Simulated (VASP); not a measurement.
Here is the system:

```
PtS2
1.0
    1.79383    -3.10700     0.00000
    1.79383     3.10700     0.00000
    0.00000     0.00000     7.52525
Pt S
1 2
Direct
  0.00000   0.00000   0.00000
  0.33333   0.66667   0.16345
  0.66667   0.33333   0.83655
```

Calculation: revPBE GGA, VASP's PBE PAW potentials (set 64) (plane waves; VASP). Run with 520 eV cut-off, 8×8×4 Γ-centred mesh, tetrahedra with Blöchl corrections, potentials Pt S.

The cores are frozen, which limits the accuracy of field gradients. Without a dispersion term in the relaxation, distances and binding between the weakly bound layers, chains or molecules are unreliable, and so is what depends on them.

Problem. Give the principal components of the electric field gradient (V/Å²) and the asymmetry η at each nucleus.

Solution. 
| atom | Vxx | Vyy | Vzz | η |
|---|---|---|---|---|
| Pt1 | -63.5 | -63.5 | 126.9 | 0.00 |
| S2 | 31.3 | 31.3 | -62.7 | 0.00 |
| S3 | 31.3 | 31.3 | -62.7 | 0.00 |

The compound is PtS2 in the 1T layered structure. It was relaxed first, which changed the volume by +53 %.
